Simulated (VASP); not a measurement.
Calculation: PBE GGA, VASP's PBE PAW potentials (set 64) (plane waves; VASP).

VASP ran on this input.

### INCAR
```
ALGO = All
EDIFF = 1E-6
ENCUT = 400
GGA = PE
ISIF = 2
ISMEAR = 1
LASPH = .TRUE.
LCHARG = .FALSE.
LMAXMIX = 4
LREAL = .FALSE.
LWAVE = .FALSE.
NELM = 100
PREC = Accurate
SIGMA = 0.1
SYSTEM = Bi
```

KPOINTS:
```
Automatic mesh
0
Gamma
9 9 9
0 0 0
```

### POSCAR
```
Bi
4.7465440
  0.8776532989  -0.4792960942   0.0000000000
  0.8776532989   0.4792960942   0.0000000000
  0.6159043296   0.0000000000   0.7878209914
Bi
2
Cart
  0.5548633570   0.0000000000   0.1843501120
  1.8163475704  -0.0000000000   0.6034708794
```

POTCAR, in this order: Bi_d (PBE.64 set). Program: vasp_std.

Output of the run:

OSZICAR:
```
       N       E                     dE             d eps       ncg     rms           ort
DAV:   1     0.271831813019E+03    0.27183E+03   -0.14288E+04  1615   0.169E+03
DAV:   2     0.140614854840E+02   -0.25777E+03   -0.25416E+03  1615   0.416E+02
DAV:   3    -0.703105764544E+01   -0.21093E+02   -0.20699E+02  1615   0.146E+02
DAV:   4    -0.773477886051E+01   -0.70372E+00   -0.70216E+00  1615   0.295E+01
DAV:   5    -0.776970670905E+01   -0.34928E-01   -0.34926E-01  1615   0.570E+00
SDA:   6    -0.776123367525E+01    0.84730E-02   -0.34926E-01  1615   0.346E-01   0.000E+00
CGA:   7    -0.776547763160E+01   -0.42440E-02   -0.42285E-02  1615   0.461E-02  -0.231E-03
CGA:   8    -0.776695165261E+01   -0.14740E-02   -0.14643E-02  1615   0.154E-02   0.763E-04
CGA:   9    -0.776743189480E+01   -0.48024E-03   -0.47659E-03  1615   0.314E-03   0.364E-04
CGA:  10    -0.776754647924E+01   -0.11458E-03   -0.11540E-03  1615   0.169E-03  -0.567E-05
CGA:  11    -0.776758876599E+01   -0.42287E-04   -0.41899E-04  1615   0.524E-04   0.166E-04
CGA:  12    -0.776760678617E+01   -0.18020E-04   -0.18197E-04  1615   0.182E-04  -0.210E-05
CGA:  13    -0.776761266647E+01   -0.58803E-05   -0.58492E-05  1615   0.443E-05   0.329E-06
SDA:  14    -0.776761353779E+01   -0.87132E-06   -0.93765E-06  1615   0.150E-05   0.158E-05
   1 F= -.77676135E+01 E0= -.77676734E+01  d E =0.179627E-03
```

**OUTCAR**
```
------------------------ aborting loop because EDIFF is reached ----------------------------------------
  FORCE on cell =-STRESS in cart. coord.  units (eV):
  Direction    XX          YY          ZZ          XY          YZ          ZX
  --------------------------------------------------------------------------------------
  Total        0.7026226      0.6874751      0.6891473      0.0000000      0.0000000      0.0050326
  in kB       15.8823867     15.5399847     15.5777847      0.0000000      0.0000000      0.1137588
  external PRESSURE =      15.6667187 kB  Pullay stress =       0.0000000 kB
  volume of cell :       70.88
      direct lattice vectors                 reciprocal lattice vectors
     4.165820000 -2.275000000  0.000000000     0.120024389 -0.219780220 -0.093832916
     4.165820000  2.275000000  0.000000000     0.120024389  0.219780220 -0.093832916
     2.923417000  0.000000000  3.739427000     0.000000000  0.000000000  0.267420650
 POSITION                                       TOTAL-FORCE (eV/Angst)
 -----------------------------------------------------------------------------------
      2.63368      0.00000      0.87503         0.163661      0.000000      0.054375
      8.62137      0.00000      2.86440        -0.163661      0.000000     -0.054375
 -----------------------------------------------------------------------------------
    total drift:                               -0.000000     -0.000000     -0.000000
  FREE ENERGIE OF THE ION-ELECTRON SYSTEM (eV)
  ---------------------------------------------------
  free  energy   TOTEN  =        -7.7676135378 eV

  energy  without entropy=       -7.7677931652  energy(sigma->0) =       -7.76767341
```
(Selected blocks of OUTCAR.)

The compound is Bi in the a7 structure. The cell was not relaxed at this level. The run is one of a series of settings (ALGO = All against the base run), some of them coarse on purpose.
